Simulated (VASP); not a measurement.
MoSe2 (space group P6_3/mmc): the measured cell of entry 2310945 of the Crystallography Open Database is

```xyz
6
Lattice="3.2880 0.0000 0.0000 -1.6440 2.8475 0.0000 0.0000 0.0000 12.9000" Properties=species:S:1:pos:R:3 pbc="T T T"
Se     0.0000     1.8983     8.0625
Se     1.6440     0.9492     1.6125
Se     0.0000     1.8983    11.2875
Se     1.6440     0.9492     4.8375
Mo     0.0000     1.8983     3.2250
Mo     1.6440     0.9492     9.6750
```

All values below come from PBE GGA with D3 dispersion (Becke-Johnson damping), VASP's PBE PAW potentials (set 64) (plane waves; VASP). Numerical set-up: 400 eV cut-off, 9×9×2 Γ-centred mesh, tetrahedra with Blöchl corrections, potentials Se Mo_sv.

The calculation is for a static lattice at zero pressure; the measurement, whose temperature isn't given here, holds thermal and zero-point expansion. The entry's conditions were not checked, so it may have been measured under pressure.

How far does the relaxed conventional cell lie from the measured one?

|  | measured | computed | difference |
|---|---|---|---|
| a (Å) | 3.288 | 3.276 | -0.4 % |
| c (Å) | 12.900 | 12.705 | -1.5 % |
| V (Å³/atom) | 20.13 | 19.68 | -2.3 % |

The structure comes from a measured MoSe2 entry (P6_3/mmc) of the Crystallography Open Database, whose conditions weren't checked. It was relaxed first. Symmetry was kept, so distortions that lower it aren't found.
